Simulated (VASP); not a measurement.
An input for Ansatz (written as the equivalent of a VASP run, and not itself run):

Ansatz 0.2 input:
```yaml
crystal:
  lattice:
    - [0.0000000, 2.3708668, 2.3708668]
    - [2.3708668, 0.0000000, 2.3708668]
    - [2.3708668, 2.3708668, 0.0000000]
  atoms:
    - { symbol: Y, position: [0.0000000, 0.0000000, 0.0000000] }
    - { symbol: N, position: [0.5000000, 0.5000000, 0.5000000] }
kpoints:
  mp_grid: { grid: [13, 13, 13] }
hamiltonian:
  xc: lda
  pseudopotentials: { kind: paw }
scf:
  occupations: { method: methfessel_paxton, width: 0.1 }
  max_iter: 100
relax:
  max_steps: 40
  f_tol: 0.02
  cell: { p_target: 10 }
output: { forces: true, stress: true, eigenvalues: true }
```

Write the VASP files for the same calculation (LDA).

Several could match; the one computed here: 
KPOINTS:
```
kpoints
0
gamma
  13 13 13
```

### POSCAR
```
YN
1
   -0.0000000000     2.3708668320     2.3708668320
    2.3708668320    -0.0000000000     2.3708668320
    2.3708668320     2.3708668320     0.0000000000
Y N
1 1
Direct
  0.0000000000   0.0000000000   0.0000000000
  0.5000000000   0.5000000000   0.5000000000
```

### INCAR
```
SYSTEM = YN
PREC = Accurate
ENCUT = 620
EDIFF = 1E-6
NELM = 100
ALGO = Normal
LREAL = .FALSE.
LASPH = .TRUE.
ISMEAR = 1
SIGMA = 0.1
LMAXMIX = 4
LWAVE = .FALSE.
LCHARG = .FALSE.
IBRION = 2
ISIF = 3
NSW = 40
EDIFFG = -0.02
PSTRESS = 100
```

POTCAR, in this order: Y_sv N (LDA.64 set). Program: vasp_std.

What does not carry over: each code has its own PAW files, so the cut-off isn't converted (ENCUT is set for VASP's; basis.ecutwfc is left out, and Ansatz then takes the one that its files recommend); Ansatz stops its SCF on the density residual and VASP on the energy change (EDIFF); Ansatz's lda is the Perdew-Wang form, while the LDA potentials of VASP carry Perdew-Zunger's.

The compound is YN in the rock salt structure. It was relaxed first under an external pressure of 10 GPa.
